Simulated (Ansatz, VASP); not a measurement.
# Cross-check of HfO2 between VASP and Ansatz, part 3 of 3

Aim: how closely do two programs agree when they are given the same cell, functional and k mesh? The cell is taken from a series of runs on this material, whose earlier steps may have relaxed, scaled, displaced or heated it; both programs get it as it stands.

VASP 6.6.1 and Ansatz 0.2.0.

So far: The structure; VASP: zone-centre phonons, LDA.

### 3. Ansatz: zone-centre phonons, LDA

Level of this step: Ansatz beside VASP: Kohn-Sham DFT, plane waves, LDA (Ansatz).

Ansatz runs on its PAW soft_1 files.

The same cell, functional (in two slightly different forms) and mesh now go to Ansatz, which takes its cutoff from its data sets.

File input.yaml:

```yaml
crystal:
  lattice:
    - [3.5183471577, 0.0, 0.0]
    - [0.0, 3.5183471577, 0.0]
    - [0.0, 0.0, 5.0558207679]
  atoms:
    - { symbol: O, position: [0.0, 0.5, 0.70795244] }
    - { symbol: O, position: [0.5, 0.0, 0.79204756] }
    - { symbol: O, position: [0.5, 0.0, 0.29204756] }
    - { symbol: O, position: [0.0, 0.5, 0.20795244] }
    - { symbol: Hf, position: [0.5, 0.5, 0.5] }
    - { symbol: Hf, position: [0.0, 0.0, 0.0] }
kpoints:
  mp_grid: { grid: [8, 8, 6] }
hamiltonian:
  xc: lda
  pseudopotentials: { kind: paw, azcp: { folder: soft_1 }, xc_functional: pbe }
scf:
  occupations: { method: fixed }
output:
  eigenvalues: true
phonons:
  method: dfpt
  dielectric: true
  rigid_motions: translations
```

Run with:

```
$ ansatz run input.yaml --threads 8 --pin off --max-ram 16384MiB --backend cpu --events-out ev --progress --plain --runs-dir out
```

Numbers of over 12 decimals in the logs are rounded to 6 here.

The program printed:

```text
Engine: ansatz 0.2.0, aarch64-unknown-linux-gnu
Pseudopotentials: kind: paw
Pseudopotential: O, paw, valence charge 6, recommended cutoff 420 eV (normal), soft_1/O.paw.azcp
Pseudopotential: Hf, paw, valence charge 26, recommended cutoff 420 eV (normal), soft_1/Hf.paw.azcp
Functional definition: SPW92
  exchange = slater_x
  correlation = pw_c
Crystal: 6 atoms, lattice volume = 62.585 Å³
Basis set: ecut = 420 eV, 1245 PW (Γ), exchange–correlation on 48×48×72 points (8 copies of the dense FFT grid, shifted against one another)
Bands: 46, of which v1, the nominal top of the filled ones, is band 38 counted from 1 (37 counted from 0)
Symmetry: 16 space group operations
k-points: 196 of 384 (irreducible under 1 space group operation, time reversal used)
Non-local potential: O, projectors of the file, l = 0: 2, l = 1: 2, l = 2: 1
Non-local potential: Hf, projectors of the file, l = 0: 3, l = 1: 2, l = 2: 2, l = 3: 3
PAW form: soft (Blöchl's): semilocal exchange-correlation on the pseudo side does not see the compensation charge
PAW frozen core: O, regenerated for the run's functional, and the local potential with it (the file was generated under x = pbe(κ = 0.804, μ = 0.219515), c = pbe(β = 0.066725))
PAW frozen core: Hf, regenerated for the run's functional, and the local potential with it (the file was generated under x = pbe(κ = 0.804, μ = 0.219515), c = pbe(β = 0.066725))
PAW one-centre angular grid: O, 110 points (default); XC on 64 Gauss nodes
PAW one-centre angular grid: Hf, 590 points (default); XC on 64 Gauss nodes
Initial density: superposition of atomic densities (chi_scale 0.1, normalization cell, long waves kept (reshape's long-wave potential 0.00 eV rms))
Initial wavefunctions: pseudopotential atomic-orbital guess
Functional: x = slater, c = lda
SCF iter   1: F=—  HF=-33188.869638 eV  |F-HF|=—  |Δ(HF+E_count)|=         —  Δρ=9.27e-2  dr2=4.22e0  ethr=3.10e-3  ⟨swp⟩=4.2  Hψ=25084  notcnv=0  defer=830
preconditioner: auto → Resta (q_TF=auto, 2.818 Å⁻¹)  ε∞=5.2  [insulator: Δε(μ)=3.714 eV  Ē_g=19.497 eV  n_scr=28 (ndim 8)  ℏωp=39.8 eV  f_vac=0.000  ε∞_Penn≈5.2]
SCF iter   2: F=—  HF=-33187.798656 eV  |F-HF|=—  |Δ(HF+E_count)|=    1.07e0  Δρ=4.32e-2  dr2=1.04e0  ethr=3.10e-3  ⟨swp⟩=2.0  Hψ=18381  notcnv=0  defer=854
SCF iter   3: F=—  HF=-33187.462698 eV  |F-HF|=—  |Δ(HF+E_count)|=   3.36e-1  Δρ=2.21e-2  dr2=2.89e-1  ethr=1.36e-3  ⟨swp⟩=2.0  Hψ=14504  notcnv=0  defer=1124
SCF iter   4: F=—  HF=-33187.347039 eV  |F-HF|=—  |Δ(HF+E_count)|=   1.16e-1  Δρ=7.83e-3  dr2=2.82e-2  ethr=3.80e-4  ⟨swp⟩=2.2  Hψ=16258  notcnv=0  defer=1116
SCF iter   5: F=—  HF=-33187.356943 eV  |F-HF|=—  |Δ(HF+E_count)|=   9.90e-3  Δρ=4.07e-3  dr2=9.50e-3  ethr=3.71e-5  ⟨swp⟩=2.0  Hψ=14528  notcnv=0  defer=1176
SCF iter   6: F=—  HF=-33187.352745 eV  |F-HF|=—  |Δ(HF+E_count)|=   4.20e-3  Δρ=8.51e-4  dr2=3.71e-4  ethr=1.25e-5  ⟨swp⟩=2.0  Hψ=16086  notcnv=0  defer=1176
SCF iter   7: F=—  HF=-33187.353389 eV  |F-HF|=—  |Δ(HF+E_count)|=   6.44e-4  Δρ=5.14e-4  dr2=1.16e-4  ethr=4.88e-7  ⟨swp⟩=2.0  Hψ=15850  notcnv=0  defer=794
SCF iter   8: F=—  HF=-33187.353385 eV  |F-HF|=—  |Δ(HF+E_count)|=   3.27e-6  Δρ=5.52e-5  dr2=1.20e-6  ethr=1.53e-7  ⟨swp⟩=2.0  Hψ=15687  notcnv=0  defer=774
SCF iter   9: F=—  HF=-33187.353384 eV  |F-HF|=—  |Δ(HF+E_count)|=   1.14e-6  Δρ=7.11e-6  dr2=1.93e-8  ethr=1.58e-9  ⟨swp⟩=2.2  Hψ=16293  notcnv=0  defer=772
SCF iter  10: F=—  HF=-33187.353384 eV  |F-HF|=—  |Δ(HF+E_count)|=   1.34e-8  Δρ=6.45e-7  dr2=1.26e-10  ethr=2.54e-11  ⟨swp⟩=2.4  Hψ=14744  notcnv=0  defer=772
SCF iter  11: F=-33187.353384 eV  HF=-33187.353384 eV  |F-HF|=2.18e-11  |Δ(HF+E_count)|=  1.31e-10  Δρ=1.32e-7  dr2=6.83e-12  ethr=1.00e-12  ⟨swp⟩=15.3  Hψ=64578  notcnv=0
SCF 1 converged in 11 iterations: F = -33187.353384 eV  dr2 = 6.83e-12
  greatest PAW one-centre occupation: 0.999 electrons in one spin orbital (limit 2), on the Hf atom at site 5 (counted from 0), in its partial waves of l = 3
DFPT response loops at Γ: preconditioner auto → Resta (q_TF=auto, 2.818 Å⁻¹)  ε∞=3.7 (no band partly filled); β = 1.00, the filter's whole step (`scf.mixing.beta` (0.50) is not read by the response loops at its default; to damp them type it under 1.00, their step now; it binds the ground state too); Broyden in place of MSR1
SCF converged after 11 iterations
Free energy (F): -33187.353384 eV
Harris-Foulkes:  -33187.353384 eV  (|F-HF|=2.18e-11)
Internal energy: -33187.353384 eV  (E = F + TS)
E sigma→0 (E₀):  -33187.353384 eV
Fermi energy:    14.595916 eV
--- Per-component energies (eV) ---
  E_band       = 49.511508
  E_kinetic    = 1491.381836
  E_local      = -13798.582889  (includes V_loc(G=0)·N_el)
  E_nonlocal   = 375.213882
  E_hartree    = 6590.152968
  E_xc         = -812.612758
  E_vxc        = -875.084190  (∫ρ·V_xc dr)
  E_paw        = -15523.802306  (= ΣΔE_a)
  E_vpaw       = -323.726252  (= ΣTr[D̂ρ^β])
  E_aug_tail   = 0.003210  (compensation charges beyond the density's cutoff)
  E_ewald      = -11514.409189
  E_core_change = 5.301862  (= ΣΔE_core)
  E_smearing   = -0.000000  (= −TS)
  E_closure    = 0.000000  (closes the sum)
  Σ components = -33187.353384   (vs F -33187.353384, Δ=0.00e0)
--- Band table (eV; the first three rows and the last of 196) ---
  k-point 0: bands = [... 34 lower, 14.1350, 14.4077, 14.4077, 14.4129, 19.0343, 19.0860, 20.1100, 20.7454, ... 4 higher]
  k-point 1: bands = [... 34 lower, 13.5277, 14.0262, 14.4280, 14.4280, 19.1772, 19.1957, 20.1618, 20.6066, ... 4 higher]
  k-point 2: bands = [... 34 lower, 13.8379, 13.8379, 14.4653, 14.4653, 19.4375, 19.6078, 20.2237, 20.2543, ... 4 higher]
  k-point 195: bands = [... 34 lower, 13.1593, 13.1593, 14.5959, 14.5959, 20.4762, 20.4762, 20.5599, 20.5599, ... 4 higher]
--- Phonons (Γ-DFPT): 5 representative perturbations + reference, on 196 of 384 k-points (Σ response iterations 21) ---
  k mesh reduced under 1 symmetry operation, with k and −k counted as one. Each operation leaves every solved perturbation unchanged. A smaller set is not considered because the run solves the response to a homogeneous field
  ASR residual: 7.923e-5 → 0.000e0 eV/Å²; symmetrization residual: 1.658e-5 eV/Å²
  ASR residual per site (eV/Å²): 7.92e-5 7.92e-5 7.92e-5 7.92e-5 4.54e-5 4.54e-5
  Γ frequencies (cm⁻¹): 0.00 0.00 0.00 110.04 110.04 132.12 132.12 242.41 281.51 329.78 469.78 469.78 481.72 481.72 619.96 687.45 687.45 689.48
  ε∞ (high-frequency dielectric tensor):
        5.379082     0.000000     0.000000
        0.000000     5.379082     0.000000
        0.000000     0.000000     4.958548
  ε⁰ (static dielectric tensor: ions relaxed, cell fixed):
       53.033075    -0.000000    -0.000000
       -0.000000    53.033075     0.000000
       -0.000000     0.000000    18.324930
  ε⁰ − ε∞ (ionic part):
       47.653993    -0.000000    -0.000000
       -0.000000    47.653993     0.000000
       -0.000000     0.000000    13.366382
  softest optical mode at Γ: 110.04 cm⁻¹; the repairs (sum rule, projections) moved no ω² at Γ by more than (2.53 cm⁻¹)²
  Born effective charges Z* (e; rows j = field, columns β = displacement):
    site 0:
        -3.36000    0.00000    0.00000
         0.00000   -2.21247    0.00000
         0.00000    0.00000   -2.50417
    site 1:
        -3.36000    0.00000    0.00000
         0.00000   -2.21247    0.00000
         0.00000    0.00000   -2.50417
    site 2:
        -2.21247   -0.00000    0.00000
        -0.00000   -3.36000    0.00000
         0.00000    0.00000   -2.50417
    site 3:
        -2.21247   -0.00000    0.00000
        -0.00000   -3.36000    0.00000
         0.00000    0.00000   -2.50417
    site 4:
         5.57247    0.00000    0.00000
        -0.00000    5.57247    0.00000
        -0.00000    0.00000    5.00835
    site 5:
[...]
Z* charge neutrality: 3.292e-6 e pre-enforcement
  k-mesh period / interband length: 30.3 Å / 1.48 Å = 20.54 at k = (0.0000, 0.0000, 0.0000), direct gap 4.621 eV — 14 or more, which is no proof of convergence
  optical modes at Γ without the LO–TO term, one row a degenerate level:
      ω (cm⁻¹)  modes    IR ((D/Å)²/amu)
[...]
optical modes at Γ + LO–TO along q̂ = [1.0000, 0.0000, 0.0000]:
      ω (cm⁻¹)  modes    IR ((D/Å)²/amu)
[...]
optical modes at Γ + LO–TO along q̂ = [0.0000, 1.0000, 0.0000]:
      ω (cm⁻¹)  modes    IR ((D/Å)²/amu)
[...]
optical modes at Γ + LO–TO along q̂ = [0.0000, 0.0000, 1.0000]:
      ω (cm⁻¹)  modes    IR ((D/Å)²/amu)
[...]
242.41      1             0.0000
        281.51      1             0.0000
        469.78      2            65.7960
        481.72      2             0.0000
        619.96      1             0.0000
        633.97      1            42.6553
        687.45      2             0.0000
        689.48      1             0.0000
```

In the SCF lines HF is the Harris–Foulkes energy and dr2 the Hartree energy of the density residual, in eV; the loop may stop once dr2 is under the threshold and the program's other checks hold. Hψ counts applications of the Hamiltonian.

### 4. Differences

Known differences besides the potentials themselves: the two LDA forms differ slightly; fixed occupations in Ansatz, narrow Gaussian smearing in VASP; the data sets hold 76 valence electrons in Ansatz (on its PAW soft_1 files) and 44 in VASP; the cutoff is 420 eV in Ansatz and 600 eV in VASP; VASP's log shows a relativistic correction to its local exchange, Ansatz's none. Total energies have different zeros and are not compared.

The two programs side by side:

```tsv
quantity	Ansatz	VASP	difference
ε∞ xx	5.38	5.32	+1.16 %
ε∞ yy	5.38	5.32	+1.16 %
ε∞ zz	4.96	4.91	+1.07 %
Born charge of O1 (mean of the diagonal) (e)	-2.69	-2.67	-0.02
Born charge of Hf5 (mean of the diagonal) (e)	5.38	5.35	+0.04
optical mode 1 to 2 (cm⁻¹)	110.0	110.6	-0.51 %
optical mode 3 to 4 (cm⁻¹)	132.1	131.2	+0.68 %
optical mode 5 (cm⁻¹)	242.4	241.0	+0.57 %
optical mode 6 (cm⁻¹)	281.5	279.7	+0.63 %
optical mode 7 (cm⁻¹)	329.8	327.7	+0.63 %
optical mode 8 to 9 (cm⁻¹)	469.8	469.8	+0.01 %
optical mode 10 to 11 (cm⁻¹)	481.7	483.3	-0.34 %
optical mode 12 (cm⁻¹)	620.0	619.7	+0.03 %
optical mode 13 to 14 (cm⁻¹)	687.5	688.2	-0.11 %
optical mode 15 (cm⁻¹)	689.5	689.1	+0.05 %
```

Modes are paired by rising frequency, not by their patterns, so a pair may set unlike modes beside each other; they are those without the splitting of longitudinal modes.

### 5. What came out

```
r.m.s. difference of the optical zone-centre modes, each program's sorted by frequency (zone-centre phonons, LDA) : 1.1 cm⁻¹
difference in ε∞ xx (zone-centre phonons, LDA)                                                                    : +1.2 %
```

In words: The r.m.s. difference of the optical zone-centre modes, each program's sorted by frequency is 1.1 cm⁻¹ (zone-centre phonons, LDA). The data sets hold unlike numbers of valence electrons (76 in Ansatz and 44 in VASP), so part of the differences comes from the potentials. Among the rows given in per cent, the largest difference of the zone-centre phonons, LDA pair is in ε∞ xx, +1.2 %. Such differences can come from data sets, numerical settings and the points named under the comparisons, not from the functional's error against experiment.

[Lines on the potential files, build, host, timing and source positions are cut from VASP's logs without a mark.]

[Logs are printed without paths, hosts, clocks, repeated set-up lines and the standing remarks that a program may print on its own settings, such as how far it seeks lower states.]

[Hosts, paths, dates, database ids (printed as entryN), source tags and the programs' standing remarks are cut or masked in the printed files.]
